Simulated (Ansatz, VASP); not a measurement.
# Two plane-wave programs on Si4BN3

File INCAR:

```
PREC = Accurate
ENCUT = 520
EDIFF = 1E-6
ISMEAR = 0
SIGMA = 0.1
LREAL = False
LASPH = True
NELM = 150
ALGO = Normal
ISIF = 2
LWAVE = False
LCHARG = False
ISPIN = 2
MAGMOM = 0 0 0 0 0 1 1 1
LORBIT = 11
GGA = PE
NBANDS = 31
```

Contents of KPOINTS:

```
regular mesh
0
Gamma
  6 6 1
```

Contents of POSCAR:

```
Si4BN3
1.0
    2.7482822016      0.0000000000      0.0000000000
   -1.3741411008      2.3800822034      0.0000000000
    0.0000000000      0.0000000000     15.2258610322
Si B N
4 1 3
Direct
    0.6666666667      0.3333333333      0.4965663973
    0.6666666667      0.3333333333      0.3378063793
    0.3333333333      0.6666666667      0.0418214546
    0.3333333333      0.6666666667      0.2005572623
    0.0000000000      0.0000000000      0.7712765922
    0.3333333333      0.6666666667      0.7715618607
    0.0000000000      0.0000000000      0.5383635207
    0.0000000000      0.0000000000      0.0000465328
```

Input for Ansatz:

```yaml
crystal:
  lattice:
    - [2.7482822016, 0.0, 0.0]
    - [-1.3741411008, 2.3800822034, 0.0]
    - [0.0, 0.0, 15.2258610322]
  atoms:
    - { symbol: Si, position: [0.6666666667, 0.3333333333, 0.4965663973] }
    - { symbol: Si, position: [0.6666666667, 0.3333333333, 0.3378063793] }
    - { symbol: Si, position: [0.3333333333, 0.6666666667, 0.0418214546] }
    - { symbol: Si, position: [0.3333333333, 0.6666666667, 0.2005572623] }
    - { symbol: B, position: [0.0, 0.0, 0.7712765922] }
    - { symbol: "N", position: [0.3333333333, 0.6666666667, 0.7715618607], spin: 1.0 }
    - { symbol: "N", position: [0.0, 0.0, 0.5383635207], spin: 1.0 }
    - { symbol: "N", position: [0.0, 0.0, 4.65328e-05], spin: 1.0 }
basis:
  ecutwfc: 420
kpoints:
  mp_grid: { grid: [6, 6, 1] }
hamiltonian:
  xc: pbe
scf:
  occupations: { method: gaussian, width: 0.1 }
  lower_state_search: "off"
output:
  forces: true
  stress: true
  eigenvalues: true
  populations: true
magnetization:
  spin_polarized: true
```

Alike in both runs: task single point; functional PBE; k mesh 6 × 6 × 1; occupations gaussian, width 0.1 eV; collinear spin.

|  | VASP | Ansatz |
| --- | --- | --- |
| version | VASP 6.6.1 | Ansatz 0.2.0 |
| potentials or method | VASP PAW PBE potentials, release 64 (Si, B, N) | scalar-relativistic, plane waves, PAW |
| plane-wave cutoff (eV) | 520 | 420 |
| valence electrons in the cell | 34 | 34 |

Ansatz gave:

```
gap on the k mesh at the Fermi level (eV)       : none
pressure (GPa)                                  : 0.1
largest component of the traceless stress (GPa) : 0.17
rms of the force components (eV/Å)              : 0.024
net moment per atom (μB)                        : 0.00
```

Estimate VASP's values.

gap on the k mesh at the Fermi level (eV): none; pressure (GPa): 0.0; largest component of the traceless stress (GPa): 0.01; rms of the force components (eV/Å): 0.027; net moment per atom (μB): 0.00.

Atom by atom the forces differ by 0.011 eV/Å (rms over components). A gap of «none» marks a metal or a gap that the smearing closes. Ansatz warned: «filled_band_counts_differ_across_k_points».

Caveats: the k mesh is coarse (spacing up to 0.44 Å⁻¹), so the values aren't converged; this functional lacks dispersion, which binds the layers, so the pressure and a relaxed spacing across them are unreliable.
